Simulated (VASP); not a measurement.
Output of a VASP run:

### OUTCAR
```
 ion  position               nearest neighbor table
   1  0.000  0.000  0.000-
  LATTYP: Found a body centered cubic cell.
 ALAT       =     3.2296028400
 Subroutine PRICEL returns:
 Original cell was already a primitive cell.
 Subroutine GETGRP returns: Found 48 space group operations
The static configuration has the point symmetry O_h .
The dynamic configuration has the point symmetry O_h .
 Subroutine INISYM returns: Found 48 space group operations
 Subroutine IBZKPT returns following result:
 Found    104 irreducible k-points:

 Following reciprocal coordinates:
            Coordinates               Weight
  0.000000  0.000000  0.000000      1.000000
  0.071429  0.000000  0.000000     12.000000
  0.142857  0.000000  0.000000     12.000000
  0.214286  0.000000  0.000000     12.000000
  0.285714  0.000000  0.000000     12.000000
  0.357143  0.000000  0.000000     12.000000
  0.428571  0.000000  0.000000     12.000000
  0.500000  0.000000  0.000000      6.000000
  0.071429  0.071429  0.000000     24.000000
  0.142857  0.071429  0.000000     48.000000
  0.214286  0.071429  0.000000     48.000000
  0.285714  0.071429  0.000000     48.000000
  0.357143  0.071429  0.000000     48.000000
  0.428571  0.071429  0.000000     48.000000
  0.142857  0.142857  0.000000     24.000000
  0.214286  0.142857  0.000000     48.000000
  0.285714  0.142857  0.000000     48.000000
  0.357143  0.142857  0.000000     48.000000
  0.428571  0.142857  0.000000     24.000000
  0.214286  0.214286  0.000000     24.000000
  0.285714  0.214286  0.000000     48.000000
  0.357143  0.214286  0.000000     48.000000
  0.285714  0.285714  0.000000     24.000000
  0.357143  0.285714  0.000000     24.000000
  0.071429  0.071429  0.071429      8.000000
  0.142857  0.071429  0.071429     24.000000
  0.214286  0.071429  0.071429     24.000000
  0.285714  0.071429  0.071429     24.000000
  0.357143  0.071429  0.071429     24.000000
  0.428571  0.071429  0.071429     12.000000
 -0.071429  0.071429  0.071429      6.000000
  0.142857  0.142857  0.071429     24.000000
  0.214286  0.142857  0.071429     48.000000
  0.285714  0.142857  0.071429     48.000000
  0.357143  0.142857  0.071429     48.000000
 -0.142857  0.142857  0.071429     24.000000
  0.214286  0.214286  0.071429     24.000000
  0.285714  0.214286  0.071429     48.000000
  0.357143  0.214286  0.071429     24.000000
 -0.214286  0.214286  0.071429     24.000000
   k-points           NKPTS =    104   k-points in BZ     NKDIM =    104   number of bands    NBANDS=     11
   number of dos      NEDOS =    301   number of ions     NIONS =      1
   total plane-waves  NPLWV =  13824
   dimension x,y,z NGX =    24 NGY =   24 NGZ =   24
   dimension x,y,z NGXF=    48 NGYF=   48 NGZF=   48
   ions per type =               1
   PREC   = accura    normal or accurate (medium, high low for compatibility)
   ISTART =      0    job   : 0-new  1-cont  2-samecut
   ICHARG =      2    charge: 1-file 2-atom 10-const
   ISPIN  =      1    spin polarized calculation?
   LNONCOLLINEAR =      F non collinear calculations
   LSORBIT =      F    spin-orbit coupling
   INIWAV =      1    electr: 0-lowe 1-rand  2-diag
   ENCUT  =  520.0 eV  38.22 Ry    6.18 a.u.   5.20  5.20  5.20*2*pi/ulx,y,z
   NELM   =    100;   NELMIN=  2; NELMDL= -5     # of ELM steps
   EDIFF  = 0.1E-05   stopping-criterion for ELM
   LREAL  =      F    real-space projection
   NLSPLINE    = F    spline interpolate recip. space projectors
   LMAXMIX     =    4 max onsite mixed and CHGCAR
   VOSKOWN=      0    Vosko Wilk Nusair interpolation
   EDIFFG = -.1E-01   stopping-criterion for IOM
   NSW    =     60    number of steps for IOM
   NBLOCK =      1;   KBLOCK =     60    inner block; outer block
   IBRION =      2    ionic relax: 0-MD 1-quasi-New 2-CG
   NFREE  =      1    steps in history (QN), initial steepest desc. (CG)
...
```

**OSZICAR**
```
       N       E                     dE             d eps       ncg     rms          rms(c)
DAV:   1     0.926530931963E+02    0.92653E+02   -0.82312E+03  2312   0.129E+03
DAV:   2    -0.589801096224E+01   -0.98551E+02   -0.95359E+02  2489   0.334E+02
DAV:   3    -0.718207136463E+01   -0.12841E+01   -0.12701E+01  2602   0.385E+01
DAV:   4    -0.718584868397E+01   -0.37773E-02   -0.37765E-02  2545   0.244E+00
DAV:   5    -0.718587070635E+01   -0.22022E-04   -0.22022E-04  2635   0.183E-01    0.107E+01
DAV:   6    -0.673862211606E+01    0.44725E+00   -0.88453E-01  2441   0.113E+01    0.282E+00
DAV:   7    -0.669282194722E+01    0.45800E-01   -0.17136E-01  2611   0.475E+00    0.947E-01
DAV:   8    -0.669484839951E+01   -0.20265E-02   -0.78670E-03  2366   0.121E+00    0.183E-01
DAV:   9    -0.669522422613E+01   -0.37583E-03   -0.26235E-04  2637   0.208E-01    0.785E-02
DAV:  10    -0.669526746873E+01   -0.43243E-04   -0.86282E-05  2447   0.117E-01    0.650E-03
DAV:  11    -0.669526767771E+01   -0.20898E-06   -0.21823E-07  1813   0.618E-03
   1 F= -.66952677E+01 E0= -.66949767E+01  d E =-.669527E+01
       N       E                     dE             d eps       ncg     rms          rms(c)
DAV:   1    -0.669740906161E+01   -0.21416E-02   -0.52176E-02  2348   0.322E+00    0.419E-01
DAV:   2    -0.669530994664E+01    0.20991E-02   -0.46959E-03  2327   0.851E-01    0.765E-02
DAV:   3    -0.669519580410E+01    0.11414E-03   -0.52826E-04  2491   0.280E-01    0.611E-02
DAV:   4    -0.669520480415E+01   -0.90000E-05   -0.91283E-06  2369   0.355E-02    0.320E-03
DAV:   5    -0.669520477853E+01    0.25614E-07   -0.44487E-07  1503   0.824E-03
   2 F= -.66952048E+01 E0= -.66949098E+01  d E =0.628992E-04
       N       E                     dE             d eps       ncg     rms          rms(c)
DAV:   1    -0.669644999288E+01   -0.12452E-02   -0.27919E-02  2345   0.235E+00    0.311E-01
DAV:   2    -0.669532721466E+01    0.11228E-02   -0.24711E-03  2330   0.619E-01    0.564E-02
DAV:   3    -0.669526436246E+01    0.62852E-04   -0.29442E-04  2444   0.209E-01    0.472E-02
DAV:   4    -0.669527793579E+01   -0.13573E-04   -0.48658E-06  2378   0.260E-02    0.255E-03
DAV:   5    -0.669527800265E+01   -0.66855E-07   -0.43276E-07  1392   0.825E-03
   3 F= -.66952780E+01 E0= -.66949859E+01  d E =-.103249E-04
```

File OUTCAR:
```
------------------------ aborting loop because EDIFF is reached ----------------------------------------
  FORCE on cell =-STRESS in cart. coord.  units (eV):
  Direction    XX          YY          ZZ          XY          YZ          ZX
  --------------------------------------------------------------------------------------
  Total        0.0013154      0.0013154      0.0013154     -0.0000000      0.0000000      0.0000000
  in kB        0.1250129      0.1250129      0.1250129     -0.0000000      0.0000000      0.0000000
  external PRESSURE =       0.1250129 kB  Pullay stress =       0.0000000 kB
  volume of cell :       16.86
      direct lattice vectors                 reciprocal lattice vectors
    -1.615294385  1.615294385  1.615294385     0.000000000  0.309541100  0.309541100
     1.615294385 -1.615294385  1.615294385     0.309541100  0.000000000  0.309541100
     1.615294385  1.615294385 -1.615294385     0.309541100  0.309541100  0.000000000
 POSITION                                       TOTAL-FORCE (eV/Angst)
 -----------------------------------------------------------------------------------
      0.00000      0.00000     -0.00000        -0.000000     -0.000000     -0.000000
 -----------------------------------------------------------------------------------
    total drift:                               -0.000000      0.000000      0.000000
  FREE ENERGIE OF THE ION-ELECTRON SYSTEM (eV)
  ---------------------------------------------------
  free  energy   TOTEN  =        -6.6952780026 eV

  energy  without entropy=       -6.6944017526  energy(sigma->0) =       -6.69498592

 reached required accuracy - stopping structural energy minimisation
```
(Selected blocks of OUTCAR.)

File POSCAR:
```
Mo
1
   -1.6148014200     1.6148014200     1.6148014200
    1.6148014200    -1.6148014200     1.6148014200
    1.6148014200     1.6148014200    -1.6148014200
Mo
1
Direct
  0.0000000000   0.0000000000   0.0000000000
```

Reconstruct the remaining input files.

Several could match; the one computed here: the input of the run itself, vdW-DF2, plane waves, VASP's PBE PAW potentials (set 64).

**INCAR**
```
! general
SYSTEM  =Mo
PREC    =Accurate
ENCUT   =520
LREAL   =F
LASPH   =T

! electronic loop
EDIFF   =1E-6
NELM    =100
ALGO    =Normal
LMAXMIX =4

! smearing
ISMEAR  =1
SIGMA   =0.1

! functional
GGA     =ML
LUSE_VDW=T
AGGAC   =0.0
ZAB_VDW =-1.8867

! ions
IBRION  =2
NSW     =60
ISIF    =3
EDIFFG  =-0.01

! output
LWAVE   =F
LCHARG  =F
```

KPOINTS:
```
K-points
0
Gamma
  14 14 14
0 0 0
```

POTCAR, in this order: Mo_sv (PBE.64 set). Program: vasp_std.

The compound is Mo in the bcc structure. This run relaxes it. Symmetry was kept, so distortions that lower it aren't found. The start is the result of an earlier pass.
